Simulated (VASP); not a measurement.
Here is the system:

```
Ag2S
1.0
    4.36224     0.00000     0.00000
    0.00000     6.75332     0.00000
    0.00000     0.00000     7.05993
Ag S
8 4
Direct
  0.00776   0.77262   0.63968
  0.49224   0.22738   0.13968
  0.50776   0.72738   0.36032
  0.99224   0.27262   0.86032
  0.84193   0.88601   0.04018
  0.65807   0.11399   0.54018
  0.34193   0.61399   0.95982
  0.15807   0.38601   0.45982
  0.12151   0.00409   0.34000
  0.37849   0.99591   0.84000
  0.62151   0.49591   0.66000
  0.87849   0.50409   0.16000
```

Calculation: PBEsol GGA, VASP's PBE PAW potentials (set 64) (plane waves; VASP 6.6.1). Numerical set-up: 400 eV cut-off, Gaussian smearing of 0.050 eV, potentials Ag S.

Q: Give the energies of bands 47 to 60 at the high-symmetry points, in eV from the Fermi level.

A: 
```
band      Γ      X      S      Y      Z      U      R      T
----  -----  -----  -----  -----  -----  -----  -----  -----
47    -2.53  -2.70  -2.75  -2.62  -2.64  -2.70  -2.94  -2.69
48    -2.27  -2.70  -2.75  -2.62  -2.64  -2.70  -2.94  -2.69
49    -2.14  -2.36  -2.14  -1.42  -1.83  -2.17  -1.54  -1.42
50    -1.57  -2.36  -2.14  -1.42  -1.83  -2.17  -1.54  -1.42
51    -1.38  -1.82  -1.50  -1.30  -1.38  -1.46  -1.54  -1.35
52    -1.03  -1.82  -1.50  -1.30  -1.38  -1.46  -1.54  -1.35
53    -1.00  -1.14  -1.14  -0.64  -0.60  -1.23  -0.94  -0.86
54    -0.71  -1.14  -1.14  -0.64  -0.60  -1.23  -0.94  -0.86
55    -0.54  -0.75  -0.47  -0.32  -0.42  -0.98  -0.94  -0.73
56     0.00  -0.75  -0.47  -0.32  -0.42  -0.98  -0.94  -0.73
57     0.05   2.12   1.58   0.99   1.01   1.73   2.07   1.62
58     1.08   2.12   1.58   0.99   1.01   1.73   2.07   1.62
59     1.97   2.46   3.02   1.35   2.09   2.72   2.07   1.82
60     2.61   2.46   3.02   1.35   2.09   2.72   2.07   1.82
```

It has no gap at this level: it comes out as a metal or semimetal.

The structure comes from a computed database's Ag2S entry (P2_12_12_1); how it stands against other phases isn't given here. It was relaxed first, which changed the volume by -5 %.
